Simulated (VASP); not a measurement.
All values below come from RPBE GGA, VASP's PBE PAW potentials (set 64) (plane waves; VASP).

The input files of a VASP run:

KPOINTS:
```
Regular mesh
0
G
7 7 4
0 0 0
```

INCAR:
```
ALGO = Normal
EDIFF = 1E-6
EDIFFG = -0.02
ENCUT = 520
GGA = RP
IBRION = 2
ISIF = 3
ISMEAR = 0
LASPH = .TRUE.
LCHARG = .FALSE.
LREAL = .FALSE.
LWAVE = .FALSE.
NELM = 100
NSW = 60
PREC = Accurate
SIGMA = 0.05
SYSTEM = SiC
```

File POSCAR:
```
SiC
1.0
  1.5524254050  -2.6888794269   0.0000000000
  1.5524254050   2.6888794269   0.0000000000
  0.0000000000   0.0000000000   5.0974077463
Si C
2 2
Cartesian
  1.5524254050  -0.8962949349   2.5464782374
  1.5524254050   0.8962949349   5.0951821105
  1.5524254050  -0.8962949349   4.4624574138
  1.5524254050   0.8962949349   1.9137535406
```

POTCAR, in this order: Si C (PBE.64 set). Program: vasp_std.

### Question
What will the output report for the number of irreducible k-points (NKPTS), largest plane-wave count, number of space-group operations, FFT grid (NGX, NGY, NGZ)?

### Answer

```
Quantity                                       Value
--------------------------------------  ------------
number of irreducible k-points (NKPTS)            24
largest plane-wave count                        1170
number of space-group operations                  12
FFT grid (NGX, NGY, NGZ)                24 × 24 × 40
```

The compound is SiC in the wurtzite structure, the rare 2H polytype. It was relaxed first. The start is the result of an earlier pass.
